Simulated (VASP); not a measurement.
Here is the system:

```
CELL_PARAMETERS angstrom
      1.37840     0.79582     5.34908
     -1.37840     0.79582     5.34908
      0.00000    -1.59164     5.34908
ATOMIC_POSITIONS crystal
  Li 0.50000 0.50000 0.50000
  Mo 0.00000 0.00000 0.00000
  O  0.24687 0.24687 0.24687
  O  0.75313 0.75313 0.75313
```

Computed with PBEsol GGA, VASP's PBE PAW potentials (set 64) (plane waves; VASP). Settings: 520 eV cut-off, Gaussian smearing of 0.050 eV, potentials Li_sv Mo_sv O.

Q: Give the energies of bands 8 to 17 at the high-symmetry points, in eV from the Fermi level.

A: 
```csv
band,Γ,T,H2,L,S0,F
8,-8.31,-7.54,-7.10,-8.40,-7.09,-8.35
9,-5.25,-5.67,-7.04,-7.43,-7.05,-6.64
10,-5.25,-5.21,-6.72,-6.21,-6.75,-6.61
11,-4.16,-5.21,-6.21,-5.63,-6.01,-5.45
12,-2.97,-3.04,-5.40,-4.35,-5.60,-4.83
13,-2.97,-3.04,-4.76,-3.56,-4.77,-3.86
14,-1.88,-1.18,-0.24,-2.94,-0.15,-3.25
15,-0.56,-0.53,0.16,2.76,0.13,2.80
16,-0.56,-0.53,1.71,2.84,1.65,2.85
17,2.79,2.77,3.77,3.26,3.75,3.90
```

It has no gap at this level: it comes out as a metal or semimetal.

The structure comes from a computed database's LiMoO2 entry (R-3m); how it stands against other phases isn't given here. It was relaxed first. The electron count is odd and the run is not spin-polarised, which forces a metal.
